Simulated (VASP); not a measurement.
Method: AM05 GGA, VASP's PBE PAW potentials (set 64) (plane waves; VASP).

A VASP calculation is set up with these files.

### INCAR
```
# general
SYSTEM = SiC
PREC   = Accurate
ENCUT  = 520   # plane-wave cut-off (eV)
LREAL  = F   # projection in real space or not
LASPH  = T
ICHARG = 11   # fixed density

# electronic loop
EDIFF  = 1E-7   # SCF stop (eV)
NELM   = 100   # most electronic steps
ALGO   = Normal

# smearing
ISMEAR = 0
SIGMA  = 0.05   # width (eV)

# functional
GGA    = AM

# output
LWAVE  = F
LCHARG = F
LORBIT = 11
```

### POSCAR
```
SiC
1
    1.5375698100    -2.6631487886     0.0000000000
    1.5375698100     2.6631487886     0.0000000000
    0.0000000000     0.0000000000     5.0481351744
Si C
2 2
Direct
  0.6666670000   0.3333330000   0.4995977425
  0.3333330000   0.6666670000   0.9995977425
  0.6666670000   0.3333330000   0.8754022575
  0.3333330000   0.6666670000   0.3754022575
```

**KPOINTS**
```
k-points along high-symmetry lines
10
Line-mode
Reciprocal
  0.000000   0.000000   0.000000 ! GAMMA
  0.000000   0.500000   0.000000 ! M

  0.000000   0.500000   0.000000 ! M
 -0.333333   0.666667   0.000000 ! K

 -0.333333   0.666667   0.000000 ! K
  0.000000   0.000000   0.000000 ! GAMMA

  0.000000   0.000000   0.000000 ! GAMMA
  0.000000   0.000000   0.500000 ! A

  0.000000   0.000000   0.500000 ! A
  0.000000   0.500000   0.500000 ! L

  0.000000   0.500000   0.500000 ! L
 -0.333333   0.666667   0.500000 ! H

 -0.333333   0.666667   0.500000 ! H
  0.000000   0.000000   0.500000 ! A

  0.000000   0.500000   0.500000 ! L
  0.000000   0.500000   0.000000 ! M

 -0.333333   0.666667   0.500000 ! H
 -0.333333   0.666667   0.000000 ! K
```

POTCAR, in this order: Si C (PBE.64 set). Program: vasp_std. Read from the step before: CHGCAR.

The run wrote:

File OSZICAR:
```
       N       E                     dE             d eps       ncg     rms          rms(c)
DAV:   1     0.317706369408E+02    0.31771E+02   -0.72671E+03  2160   0.118E+03
DAV:   2    -0.272151231097E+02   -0.58986E+02   -0.53799E+02  3104   0.176E+02
DAV:   3    -0.297920357144E+02   -0.25769E+01   -0.25563E+01  2792   0.362E+01
DAV:   4    -0.298229719471E+02   -0.30936E-01   -0.30897E-01  2636   0.448E+00
DAV:   5    -0.298235624299E+02   -0.59048E-03   -0.59027E-03  2704   0.551E-01
DAV:   6    -0.298235835136E+02   -0.21084E-04   -0.21082E-04  2684   0.892E-02
DAV:   7    -0.298235842831E+02   -0.76946E-06   -0.76948E-06  2712   0.145E-02
DAV:   8    -0.298235843242E+02   -0.41109E-07   -0.41093E-07  2180   0.267E-03
   1 F= -.29823584E+02 E0= -.29823584E+02  d E =-.193762E-17
```

**OUTCAR**
```
 val. band max:        8.2424452057   @ k =   0.0000   0.0000   0.0000

 cond. band min:      10.3691384240   @ k =  -0.3333   0.6667   0.0000



 k-point     1 :       0.0000    0.0000    0.0000
  band No.  band energies     occupation
      1      -7.3324      2.00000
      2      -3.7233      2.00000
      3      -0.5205      2.00000
      4       6.9198      2.00000
      5       6.9199      2.00000
      6       8.1281      2.00000
      7       8.2424      2.00000
      8       8.2424      2.00000
      9      13.0226      0.00000
     10      14.4474      0.00000
     11      14.8368      0.00000
     12      14.8369      0.00000

 k-point     2 :       0.0000    0.0556    0.0000
  band No.  band energies     occupation
      1      -7.2785      2.00000
      2      -3.6771      2.00000
      3      -0.4704      2.00000
      4       6.5943      2.00000
      5       6.8198      2.00000
      6       8.0209      2.00000
      7       8.1048      2.00000
      8       8.2147      2.00000
      9      13.2465      0.00000
     10      14.4223      0.00000
     11      14.8313      0.00000
     12      14.9527      0.00000

 k-point     3 :       0.0000    0.1111    0.0000
  band No.  band energies     occupation
      1      -7.1175      2.00000
      2      -3.5400      2.00000
      3      -0.3216      2.00000
      4       5.7788      2.00000
      5       6.5608      2.00000
      6       7.4639      2.00000
      7       7.9799      2.00000
      8       8.1201      2.00000
      9      13.4566      0.00000
     10      14.4838      0.00000
     11      15.0180      0.00000
     12      15.2621      0.00000

 k-point     4 :       0.0000    0.1667    0.0000
  band No.  band energies     occupation
      1      -6.8511      2.00000
      2      -3.3175      2.00000
      3      -0.0796      2.00000
      4       4.7305      2.00000
      5       6.2218      2.00000
      6       6.6705      2.00000
      7       7.7650      2.00000
...
```

The density is held fixed in this step, so its total energy and stress have no physical meaning.

The compound is SiC in the wurtzite structure, the rare 2H polytype. It was relaxed first.
